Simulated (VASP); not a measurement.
Be3CdTe4, 8 atoms in the cell. It takes space group P4/mmm (No. 123, tetragonal). The conventional cell has a = 3.477 Å, b = 3.477 Å, c = 14.190 Å, α = 90.00°, β = 90.00°, γ = 90.00°. Around Be (site symmetry 4mm) lie 8 Te at 2.98 to 2.99 Å and 1 Be at 3.37 Å. Be (site symmetry 4/mmm) is surrounded by 8 Te at 2.98 Å and 2 Be at 3.37 Å. Around Cd (site symmetry 4/mmm) lie 8 Te at 3.18 Å and 4 Cd at 3.48 Å. Te (site symmetry 4mm) has 4 Be at 2.99 Å and 4 Cd at 3.18 Å and 1 Te at 3.38 Å as nearest neighbours. Around Te (site symmetry 4mm) lie 8 Be at 2.98 Å and 2 Te at 3.38 Å. The cell was built by a generator and needn't be a form met in nature.

```yaml
Program: VASP 6.6.1
Task: relaxation of cell and atoms
Functional: PBE
Potentials_or_basis: VASP PAW PBE potentials, release 64 (Be, Cd, Te)
Cutoff: 520 eV
k_mesh: 4 × 4 × 1
Occupations: gaussian, width 0.15 eV
Spin: no spin polarisation
Further_INCAR_settings: PREC = Normal; ALGO = Fast; EDIFF = 0.0001; IBRION = 2; EDIFFG = -0.08; NSW = 24; ISIF = 3
```

Potentials or basis: VASP PAW PBE potentials, release 64 (Be, Cd, Te).

Run with:

```bash
$ cat potpaw_PBE.64/Be/POTCAR potpaw_PBE.64/Cd/POTCAR potpaw_PBE.64/Te/POTCAR > POTCAR
$ mpirun -np 4 vasp_std > vasp.out
```

Hardware: 4 MPI ranks on Intel(R) Xeon(R) Platinum 8259CL CPU @ 2.50GHz (Skylake/Cascade Lake) (shared host).

Q: Estimate the wall time of this run.

A: Run time: 85 s on 4 MPI ranks on Intel(R) Xeon(R) Platinum 8259CL CPU @ 2.50GHz (Skylake/Cascade Lake), on a shared host, peak memory 0.14 GiB a rank. Counts: scf iterations 142, k points 6, ion steps 24.
